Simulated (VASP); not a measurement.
Set up this calculation in VASP 6.6.1, as the native input.

| Item | Value |
| --- | --- |
| Task | relaxation of cell and atoms |
| Functional | PBEsol |
| Potentials or basis | VASP PAW PBE potentials, release 64 (Se, Pt) |
| Cutoff | 600 eV |
| k mesh | 9 × 9 × 1 |
| Occupations | gaussian, width 0.03 eV |
| Spin | no spin polarisation |
| Further INCAR settings | ALGO = Normal; EDIFF = 1e-07; IBRION = 2; EDIFFG = -0.005; NSW = 90; ISIF = 3 |

The structure of PtSe2 lies in POSCAR:

```
PtSe2                                   
1.0
    3.6993855466      0.0000000000      0.0000000000
   -1.8496927733      3.2037618581      0.0000000000
    0.0000000000      0.0000000000     20.5310000000
  Se              Pt            
     2     1
Direct
     0.6666666699999979    0.3333333300000021    0.4368011082172215
     0.3333333300000021    0.6666666699999979    0.5631988917827786
     0.0000000000000000    0.0000000000000000    0.5000000000000000
```

One way to write it, as run:

INCAR

```
PREC = Accurate ; ENCUT = 600
EDIFF = 1E-7 ; ISMEAR = 0
SIGMA = 0.03 ; LREAL = F
LASPH = T ; NELM = 80
ALGO = Normal ; ISIF = 3
LWAVE = F ; LCHARG = F
GGA = PS ; IBRION = 2
NSW = 90 ; EDIFFG = -0.005
LATTICE_CONSTRAINTS = .TRUE. .TRUE. .FALSE.
```

KPOINTS

```
regular mesh
0
Gamma
  9 9 1
```

Potentials or basis: VASP PAW PBE potentials, release 64 (Se, Pt).

The run is started by

```bash
$ cat potpaw_PBE.64/Se/POTCAR potpaw_PBE.64/Pt/POTCAR > POTCAR
$ mpirun -np 1 vasp_std > vasp.out
```

It gave:

The relaxed volume is 81.17 Å³/atom and the relaxed cell is a = 3.701 Å, b = 3.701 Å, c = 20.531 Å, α = 90.00°, β = 90.00°, γ = 120.00°. The space group after relaxing (to 0.05 Å) is P-3m1 (No. 164), the energy gained by relaxing is 0.0 meV/atom and the ionic steps are 4. The band gap on the k mesh is 1.39 eV, indirect (least direct gap 1.54 eV).

Caveat: the PAW data sets were made with another functional, which shifts forces and pressure a little; spin-orbit coupling is left out, which moves the levels of the heavy elements.

It took 92 s on 1 thread of Intel(R) Xeon(R) 6975P-C (Granite Rapids), with other jobs on the host, peak memory 0.44 GiB.
